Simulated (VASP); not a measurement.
# Lu3AlN4 (Pmmm) in VASP: single point with PBEsol

Aim: the single point of Lu3AlN4 with PBEsol.

Everything below comes from runs of VASP 6.6.1. Logs are shortened: lines on timing, memory, paths and dates and some standing lists are left out, and cuts for length are marked.

### 1 The structure

It takes space group Pmmm (No. 47, orthorhombic). The conventional cell has a = 3.262 Å, b = 4.703 Å, c = 6.522 Å, α = 90.00°, β = 90.00°, γ = 90.00°. Lu (site symmetry mm2) is surrounded by 6 N at 2.27 to 2.35 Å. Lu (site symmetry mmm) has 6 N at 2.35 to 2.41 Å as nearest neighbours. Al (site symmetry mmm) has 6 N at 2.21 to 2.35 Å as nearest neighbours. N (site symmetry mmm) has 6 Lu at 2.34 to 2.35 Å as nearest neighbours. Around N (site symmetry mm2) lie 2 Al at 2.21 Å and 4 Lu at 2.35 to 2.41 Å. Around N (site symmetry mmm) lie 4 Lu at 2.27 Å and 2 Al at 2.35 Å.

The cell was built by a generator and needn't be a form met in nature.

### 2 Single point, PBEsol

Contents of INCAR:

```
PREC = Accurate
ENCUT = 520
EDIFF = 1E-6
ISMEAR = 0
SIGMA = 0.1
LREAL = False
LASPH = True
NELM = 60
ALGO = Normal
ISIF = 2
LWAVE = False
LCHARG = False
GGA = PS
NBANDS = 59
KPAR = 4
```

Contents of KPOINTS:

```
regular mesh
0
Gamma
  10 6 6
```

Contents of POSCAR:

```
Lu3AlN4
1.0
    3.2617200000      0.0000000000      0.0000000000
    0.0000000000      4.7028000000      0.0000000000
    0.0000000000      0.0000000000      6.5215700000
Lu Al N
3 1 4
Direct
    0.5000000000      0.5000000000      0.2420490000
    0.0000000000      0.0000000000      0.5000000000
    0.5000000000      0.5000000000      0.7579510000
    0.0000000000      0.0000000000      0.0000000000
    0.0000000000      0.5000000000      0.5000000000
    0.5000000000      0.0000000000      0.7723660000
    0.0000000000      0.5000000000      0.0000000000
    0.5000000000      0.0000000000      0.2276340000
```

Potentials or basis: VASP PAW PBE potentials, release 64 (Lu, Al, N).

The run is started by

```sh
cat potpaw_PBE.64/Lu/POTCAR potpaw_PBE.64/Al/POTCAR potpaw_PBE.64/N/POTCAR > POTCAR
mpirun -np 4 vasp_std > vasp.out
```

OUTCAR:

```text
PREC = Accurate
   ENCUT = 520
   EDIFF = 1E-6
   ISMEAR = 0
   LREAL = False
   LASPH = True
   NELM = 60
   ISIF = 2
   GGA = PS

 ion  position               nearest neighbor table
   1  0.500  0.500  0.242-   7 2.27   7 2.27   5 2.34   5 2.34   8 2.35   8 2.35   3 3.16   4 3.27
                             4 3.27   4 3.27   4 3.27   2 3.32   2 3.32   2 3.32   2 3.32   3 3.36
   2  0.000  0.000  0.500-   5 2.35   5 2.35   8 2.41   6 2.41   6 2.41   8 2.41   4 3.26   4 3.26
                             3 3.32   3 3.32   1 3.32   3 3.32   1 3.32   1 3.32   1 3.32   3 3.32
   3  0.500  0.500  0.758-   7 2.27   7 2.27   5 2.34   5 2.34   6 2.35   6 2.35   1 3.16   4 3.27
                             4 3.27   4 3.27   4 3.27   2 3.32   2 3.32   2 3.32   2 3.32   1 3.36
   4  0.000  0.000  0.000-   6 2.21   8 2.21   6 2.21   8 2.21   7 2.35   7 2.35   2 3.26   2 3.26
                             3 3.27   1 3.27   1 3.27   3 3.27   3 3.27   1 3.27   1 3.27   3 3.27
   5  0.000  0.500  0.500-   1 2.34   3 2.34   1 2.34   3 2.34   2 2.35   2 2.35
   6  0.500  0.000  0.772-   4 2.21   4 2.21   3 2.35   3 2.35   2 2.41   2 2.41
   7  0.000  0.500  0.000-   1 2.27   3 2.27   1 2.27   3 2.27   4 2.35   4 2.35
   8  0.500  0.000  0.228-   4 2.21   4 2.21   1 2.35   1 2.35   2 2.41   2 2.41

  LATTYP: Found a simple orthorhombic cell.
 ALAT       =     3.2617200000
 B/A-ratio  =     1.4418159744
 C/A-ratio  =     1.9994266829

  Lattice vectors:

 A1 = (   3.2617200000,   0.0000000000,   0.0000000000)
 A2 = (   0.0000000000,   4.7028000000,   0.0000000000)
 A3 = (   0.0000000000,   0.0000000000,   6.5215700000)

Analysis of symmetry for initial positions (statically):
=====================================================================
 Subroutine PRICEL returns:
 Original cell was already a primitive cell.

 Routine SETGRP: Setting up the symmetry group for a
 simple orthorhombic supercell.

 Subroutine GETGRP returns: Found  8 space group operations
 (whereof  8 operations were pure point group operations)
 out of a pool of  8 trial point group operations.

The static configuration has the point symmetry D_2h.

Analysis of symmetry for dynamics (positions and initial velocities):
=====================================================================
 Subroutine PRICEL returns:
 Original cell was already a primitive cell.

 Routine SETGRP: Setting up the symmetry group for a
 simple orthorhombic supercell.

 Subroutine GETGRP returns: Found  8 space group operations
 (whereof  8 operations were pure point group operations)
 out of a pool of  8 trial point group operations.

The dynamic configuration has the point symmetry D_2h.

[... 120 lines left out ...]
   PSTRESS=    0.0 pullay stress
   NELECT =      98.0000    total number of electrons
   NUPDOWN=      -1.0000    fix difference up-down
   EMIN   =  10.00;   EMAX   =-10.00  energy-range for DOS
   EFERMI =   0.00;   METHOD = LEGACY
   ISMEAR =     0;   SIGMA  =   0.10  broadening in eV -4-tet -1-fermi 0-gaus
   EFERMI_NEDOS =   21; number of points for ismear=-14 and -15
   IALGO  =     38    algorithm
   IMIX   =      4    mixing-type and parameters
     AMIX     =   0.40;   BMIX     =  1.00
     AMIX_MAG =   1.60;   BMIX_MAG =  1.00
  volume/ion in A,a.u.               =      12.50        84.38
  Fermi-wavevector in a.u.,A,eV,Ry     =   1.625917  3.072538 35.968450  2.643607
  Thomas-Fermi vector in A             =   2.718962
   LORBIT       =      0    0 simple, 1 ext, 2 COOP (PROOUT), +10 PAW based schemes
   GGA     = PS    functional components
   LHFCALC =     F    Hartree Fock is set to
   AEXX    =    0.0000 exact exchange contribution
   IVDW    =     0    specifies the selected vdW correction
   LEPSILON=     F    determine dielectric tensor
   LRPA    =     F    only Hartree local field effects (RPA)
 non-spin polarized calculation
 Gauss-broadening in eV      SIGMA  =   0.10
  energy-cutoff  :      520.00
  volume of cell :      100.04
 maximum number of plane-waves:      2720
   NGX = 13   NGY = 17   NGZ = 25

 number of electron      97.9999981 magnetization

 Free energy of the ion-electron system (eV)
  ---------------------------------------------------
  ext. energy  EPLUGINS =         0.00000000
  ---------------------------------------------------
  free energy    TOTEN  =       -66.15630483 eV

  energy without entropy =      -66.15583892  energy(sigma->0) =      -66.15607187

 E-fermi :   4.5684     XC(G=0): -12.5042

 val. band max:        4.5193896153   @ k =   0.0000   0.0000   0.0000
 cond. band min:       4.6136457857   @ k =   0.5000   0.0000   0.0000
 fundamental gap:      0.0942561705
 Fermi energy:         4.5683529190

 k-point     1 :       0.0000    0.0000    0.0000
  band No.  band energies     occupation
      1     -50.4976      2.00000
      2     -49.8603      2.00000
      3     -49.8347      2.00000
      4     -21.3904      2.00000
      5     -21.3675      2.00000
      6     -21.1225      2.00000
[... 1477 lines left out ...]
     58      11.4142      0.00000
     59      11.7013      0.00000

 [... further k-points ...]

------------------------ aborting loop because EDIFF is reached ----------------------------------------

  FORCE on cell =-STRESS in cart. coord.  units (eV):
  Direction    XX          YY          ZZ          XY          YZ          ZX
  --------------------------------------------------------------------------------------
  -------------------------------------------------------------------------------------
  Total       -3.7671579     -3.7451948     -3.8190213      0.0000000      0.0000000      0.0000000
  in kB      -60.3349635    -59.9832029    -61.1656114      0.0000000      0.0000000      0.0000000
  external PRESSURE =     -60.4945926 kB  Pullay stress =       0.0000000 kB

 VOLUME and BASIS-vectors are now :
 -----------------------------------------------------------------------------
  energy-cutoff  :      520.00
  volume of cell :      100.04
      direct lattice vectors                 reciprocal lattice vectors
     3.261720000  0.000000000  0.000000000     0.306586709  0.000000000  0.000000000
     0.000000000  4.702800000  0.000000000     0.000000000  0.212639279  0.000000000
     0.000000000  0.000000000  6.521570000     0.000000000  0.000000000  0.153337310

 POSITION                                       TOTAL-FORCE (eV/Angst)
 -----------------------------------------------------------------------------------
      1.63086      2.35140      1.57854         0.000000      0.000000     -0.003518
      0.00000      0.00000      3.26078         0.000000      0.000000     -0.000000
      1.63086      2.35140      4.94303         0.000000      0.000000      0.003518
      0.00000      0.00000      0.00000         0.000000      0.000000     -0.000000
      0.00000      2.35140      3.26078         0.000000      0.000000     -0.000000
      1.63086      0.00000      5.03704         0.000000      0.000000     -0.110997
      0.00000      2.35140      0.00000         0.000000      0.000000     -0.000000
      1.63086      0.00000      1.48453         0.000000      0.000000      0.110997
 -----------------------------------------------------------------------------------
    total drift:                                0.000000     -0.000000     -0.000000

  FREE ENERGIE OF THE ION-ELECTRON SYSTEM (eV)
  ---------------------------------------------------
  free  energy   TOTEN  =       -66.1563048254 eV

  energy  without entropy=      -66.1558389166  energy(sigma->0) =      -66.15607187
```

OSZICAR:

```text
N       E                     dE             d eps       ncg     rms          rms(c)
DAV:   1     0.972825938239E+03    0.97283E+03   -0.33954E+04 17493   0.525E+03
DAV:   2     0.126661695189E+03   -0.84616E+03   -0.79667E+03 14464   0.932E+02
DAV:   3    -0.486344239423E+02   -0.17530E+03   -0.16677E+03 12398   0.237E+02
DAV:   4    -0.724736053234E+02   -0.23839E+02   -0.23467E+02 15741   0.800E+01
DAV:   5    -0.744018038536E+02   -0.19282E+01   -0.19222E+01 18296   0.196E+01    0.198E+01
DAV:   6    -0.656682911405E+02    0.87335E+01   -0.35681E+01 21173   0.864E+01    0.874E+00
DAV:   7    -0.662579407589E+02   -0.58965E+00   -0.92819E+00 18552   0.225E+01    0.592E+00
DAV:   8    -0.662761065720E+02   -0.18166E-01   -0.30276E+00 21418   0.265E+01    0.245E+00
DAV:   9    -0.661309607451E+02    0.14515E+00   -0.10187E+00 19896   0.176E+01    0.675E-01
DAV:  10    -0.661625223619E+02   -0.31562E-01   -0.35902E-01 15544   0.270E+00    0.704E-01
DAV:  11    -0.661555981419E+02    0.69242E-02   -0.44553E-02 18743   0.291E+00    0.138E-01
DAV:  12    -0.661562497509E+02   -0.65161E-03   -0.66878E-03 16813   0.837E-01    0.616E-02
DAV:  13    -0.661563011005E+02   -0.51350E-04   -0.82358E-04 15976   0.299E-01    0.352E-02
DAV:  14    -0.661563128644E+02   -0.11764E-04   -0.14557E-04 16293   0.248E-01    0.249E-02
DAV:  15    -0.661563068612E+02    0.60033E-05   -0.49332E-05 16312   0.679E-02    0.132E-02
DAV:  16    -0.661563044740E+02    0.23872E-05   -0.17987E-05 17064   0.517E-02    0.327E-03
DAV:  17    -0.661563048254E+02   -0.35144E-06   -0.49805E-06 12736   0.327E-02
   1 F= -.66156305E+02 E0= -.66156072E+02  d E =-.465909E-03
```

stdout:

```text
POSCAR found type information on POSCAR LuAlN
 POSCAR found :  3 types and       8 ions
 scaLAPACK will be used
 -----------------------------------------------------------------------------
|                                                                             |
|                                                                             |
|     You enforced a specific xc type in the INCAR file but a different       |
|     I HOPE YOU KNOW WHAT YOU ARE DOING!                                     |
|                                                                             |
 -----------------------------------------------------------------------------

 LDA part: xc-table for (Slater+PW92), standard interpolation
 POSCAR, INCAR and KPOINTS ok, starting setup
 FFT: planning ... GRIDC
 FFT: planning ... GRID_SOFT
 FFT: planning ... GRID
 WAVECAR not read
 entering main loop
```

Wall time 3.2 min (4 MPI ranks of Intel Xeon Platinum 8488C (Sapphire Rapids), shared host); peak memory 0.52 GiB.

Results:

```yaml
Free_energy: -66.1563 eV
Pressure: -6.0 GPa
Largest_force: 0.111 eV/Å
Band_gap_on_the_k_mesh: 0.09 eV, indirect (least direct gap 0.12 eV)
```

Forces in eV/Å, atoms in the order of the input:
```
Lu   0.000  0.000 -0.004
Lu   0.000  0.000  0.000
Lu   0.000  0.000  0.004
Al   0.000  0.000  0.000
N    0.000  0.000  0.000
N    0.000  0.000 -0.111
N    0.000  0.000  0.000
N    0.000  0.000  0.111
```

Levels at points of the mesh, in eV from the valence-band top:
```
           k point  band 45  band 46  band 47  band 48  band 49  band 50  band 51  band 52  band 53  band 54
(0.00, 0.00, 0.00)    -1.52    -1.18    -0.11    -0.03     0.00     0.12     1.93     3.24     3.39     3.67
(0.50, 0.00, 0.00)    -1.82    -1.13    -0.92    -0.92    -0.70     0.09     0.24     3.21     4.97     5.91
(0.00, 0.50, 0.00)    -2.09    -1.83    -1.36    -0.43    -0.42     1.02     1.89     3.74     4.90     5.20
(0.50, 0.50, 0.00)    -2.77    -2.34    -1.93    -1.87    -1.77     3.93     4.12     4.36     4.53     4.71
(0.00, 0.00, 0.50)    -1.51    -1.50    -1.03    -0.97    -0.79     2.15     2.79     3.03     3.64     3.86
(0.50, 0.00, 0.50)    -1.67    -1.66    -1.60    -1.36    -1.06     1.31     1.76     2.99     3.16     4.28
(0.00, 0.50, 0.50)    -2.23    -1.79    -1.70    -1.43    -1.36     2.53     3.13     3.63     4.25     4.83
(0.50, 0.50, 0.50)    -2.55    -2.31    -2.08    -1.84    -1.27     3.94     4.24     4.50     4.71     4.87
```

Caveat: the PAW data sets were made with another functional, which shifts forces and pressure a little; spin-orbit coupling is left out, which moves the levels of the heavy elements. A k mesh can miss the band edges.
